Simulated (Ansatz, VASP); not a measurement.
**SiC2F: VASP beside Ansatz**

```
Si C F
1.0
     3.52758    0.00000    0.00000
    -1.76379    3.05497    0.00000
     0.00000    0.00000    3.84376
Si C F
1 2 1
Direct
  0.00000 0.00000 0.50000
  0.33333 0.66667 0.50000
  0.66667 0.33333 0.50000
  0.00000 0.00000 0.00000
```

Alike in both runs: functional PBE; k mesh 6 × 6 × 6; occupations gaussian, width 0.1 eV; no spin polarisation.

Ansatz relaxed the structure, and its values are those at the end. VASP's run is a single point on that final structure, the one shown.

|  | VASP | Ansatz |
| --- | --- | --- |
| version | VASP 6.6.1 | Ansatz 0.2.0 |
| potentials or method | VASP PAW PBE potentials, release 64 (Si, C, F) | scalar-relativistic, plane waves, PAW |
| plane-wave cutoff (eV) | 520 | 420 |
| valence electrons in the cell | 19 | 19 |

```csv
,VASP,Ansatz,Ansatz less VASP
gap on the k mesh at the Fermi level (eV),none,none,-
pressure (GPa),0.1,0.1,+0.01
```

A gap of «none» marks a metal or a gap that the smearing closes.

Caveats: an odd number of electrons without spin polarisation forces a metal; a magnetic or distorted state may lie lower.
